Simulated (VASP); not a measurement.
Output of a VASP run:

### OSZICAR
```
...
DAV:   5    -0.544095704650E+01    0.20102E-05   -0.10994E-06  1559   0.977E-03    0.219E-03
DAV:   6    -0.544095679082E+01    0.25568E-06   -0.17606E-07  1334   0.375E-03
  12 F= -.54409568E+01 E0= -.54409073E+01  d E =-.143278E-03
       N       E                     dE             d eps       ncg     rms          rms(c)
DAV:   1    -0.544096086987E+01   -0.38234E-05   -0.19829E-04  2639   0.799E-02    0.706E-03
DAV:   2    -0.544095886862E+01    0.20012E-05   -0.67723E-06  2698   0.178E-02    0.412E-03
DAV:   3    -0.544095787833E+01    0.99029E-06   -0.35865E-06  2642   0.101E-02
  13 F= -.54409579E+01 E0= -.54409081E+01  d E =-.144366E-03
       N       E                     dE             d eps       ncg     rms          rms(c)
DAV:   1    -0.544140107745E+01   -0.44221E-03   -0.14928E-02  2668   0.683E-01    0.712E-02
DAV:   2    -0.544110364845E+01    0.29743E-03   -0.59272E-04  2709   0.151E-01    0.403E-02
DAV:   3    -0.544099681753E+01    0.10683E-03   -0.48861E-04  2838   0.120E-01    0.977E-03
DAV:   4    -0.544099537248E+01    0.14451E-05   -0.18120E-05  2771   0.328E-02    0.567E-03
DAV:   5    -0.544099401852E+01    0.13540E-05   -0.15148E-06  1855   0.106E-02    0.144E-03
DAV:   6    -0.544099388872E+01    0.12980E-06   -0.16058E-07  1338   0.369E-03
  14 F= -.54409939E+01 E0= -.54409377E+01  d E =-.360104E-04
       N       E                     dE             d eps       ncg     rms          rms(c)
DAV:   1    -0.544103420803E+01   -0.40190E-04   -0.12337E-03  2666   0.197E-01    0.205E-02
DAV:   2    -0.544100942416E+01    0.24784E-04   -0.48952E-05  2709   0.435E-02    0.116E-02
DAV:   3    -0.544100103974E+01    0.83844E-05   -0.40226E-05  2830   0.345E-02    0.280E-03
DAV:   4    -0.544100133738E+01   -0.29763E-06   -0.14443E-06  1930   0.942E-03
  15 F= -.54410013E+01 E0= -.54409468E+01  d E =-.434590E-04
       N       E                     dE             d eps       ncg     rms          rms(c)
DAV:   1    -0.544111438742E+01   -0.11335E-03   -0.72886E-03  2669   0.491E-01    0.390E-02
DAV:   2    -0.544107261549E+01    0.41772E-04   -0.27848E-04  2731   0.113E-01    0.199E-02
DAV:   3    -0.544105281234E+01    0.19803E-04   -0.91540E-05  3058   0.565E-02    0.648E-03
DAV:   4    -0.544105293136E+01   -0.11902E-06   -0.55408E-06  2773   0.190E-02
  16 F= -.54410529E+01 E0= -.54409966E+01  d E =-.515940E-04
       N       E                     dE             d eps       ncg     rms          rms(c)
DAV:   1    -0.544108883700E+01   -0.36025E-04   -0.31106E-03  2667   0.321E-01    0.255E-02
DAV:   2    -0.544107154106E+01    0.17296E-04   -0.12200E-04  2742   0.747E-02    0.130E-02
DAV:   3    -0.544106335914E+01    0.81819E-05   -0.39353E-05  3072   0.373E-02    0.429E-03
DAV:   4    -0.544106342337E+01   -0.64231E-07   -0.24189E-06  2599   0.127E-02
  17 F= -.54410634E+01 E0= -.54410060E+01  d E =-.620860E-04
       N       E                     dE             d eps       ncg     rms          rms(c)
DAV:   1    -0.544108218418E+01   -0.18825E-04   -0.17951E-03  2652   0.247E-01    0.140E-02
DAV:   2    -0.544108158145E+01    0.60273E-06   -0.56773E-05  2729   0.532E-02    0.685E-03
DAV:   3    -0.544107960090E+01    0.19805E-05   -0.87746E-06  2715   0.164E-02    0.199E-03
DAV:   4    -0.544107956689E+01    0.34007E-07   -0.44447E-07  1344   0.503E-03
  18 F= -.54410796E+01 E0= -.54410223E+01  d E =-.161435E-04
```

**OUTCAR**
```
------------------------ aborting loop because EDIFF is reached ----------------------------------------
  FORCE on cell =-STRESS in cart. coord.  units (eV):
  Direction    XX          YY          ZZ          XY          YZ          ZX
  --------------------------------------------------------------------------------------
  Total        0.0134061      0.0125186      0.0126032      0.0000000      0.0000000      0.0002739
  in kB        0.3872999      0.3616608      0.3641032      0.0000000      0.0000000      0.0079135
  external PRESSURE =       0.3710213 kB  Pullay stress =       0.0000000 kB
  volume of cell :       55.46
      direct lattice vectors                 reciprocal lattice vectors
     4.454912848 -1.925243534  0.211727045     0.117963194 -0.259707404 -0.120512467
     4.454912848  1.925243534  0.211727045     0.117963194  0.259707404 -0.120512467
     3.471461530 -0.000000000  3.398027605    -0.014700292  0.000000000  0.309306344
 POSITION                                       TOTAL-FORCE (eV/Angst)
 -----------------------------------------------------------------------------------
      2.71355     -0.00000      0.83754        -0.000691      0.000000     -0.000213
      9.66774     -0.00000      2.98395         0.000691     -0.000000      0.000213
 -----------------------------------------------------------------------------------
    total drift:                               -0.000000      0.000000     -0.000000
  FREE ENERGIE OF THE ION-ELECTRON SYSTEM (eV)
  ---------------------------------------------------
  free  energy   TOTEN  =        -5.4410795669 eV

  energy  without entropy=       -5.4409077321  energy(sigma->0) =       -5.44102229

 reached required accuracy - stopping structural energy minimisation
```
(Selected blocks of OUTCAR.)

POSCAR:
```
As
1
    3.6803640000    -1.8800000000     0.0000000000
    3.6803640000     1.8800000000     0.0000000000
    2.7200240000     0.0000000000     3.1114220000
As
2
Direct
  0.2270000000   0.2270000000   0.2270000000
  0.7730000000   0.7730000000   0.7730000000
```

Question: Reconstruct the remaining input files.

Answer: One answer among several that fit: the input of the run itself, vdW-DF2, plane waves, VASP's PBE PAW potentials (set 64).

**INCAR**
```
IBRION = 2   ! conjugate gradients
ALGO = Normal   ! blocked Davidson
NSW = 60
ISIF = 3   ! ions, shape and volume
NELM = 100
SYSTEM = As
LREAL = F   ! projection in real space or not
ISMEAR = 1   ! Methfessel-Paxton
ZAB_VDW = -1.8867
LMAXMIX = 4   ! l cut-off of mixed one-centre charges
AGGAC = 0.0
LWAVE = F
LCHARG = F
GGA = ML
EDIFFG = -0.01
EDIFF = 1E-6   ! SCF stop (eV)
LASPH = T   ! aspherical one-centre terms
LUSE_VDW = T
ENCUT = 520
PREC = Accurate
SIGMA = 0.1   ! width (eV)
```

File KPOINTS:
```
Automatic mesh
0
Gamma
11 11 11
0 0 0
```

POTCAR, in this order: As (PBE.64 set). Program: vasp_std.

Energy and stress use the plane-wave basis of the starting cell.

The compound is As in the a7 structure. This run relaxes it. Symmetry was kept, so distortions that lower it aren't found.
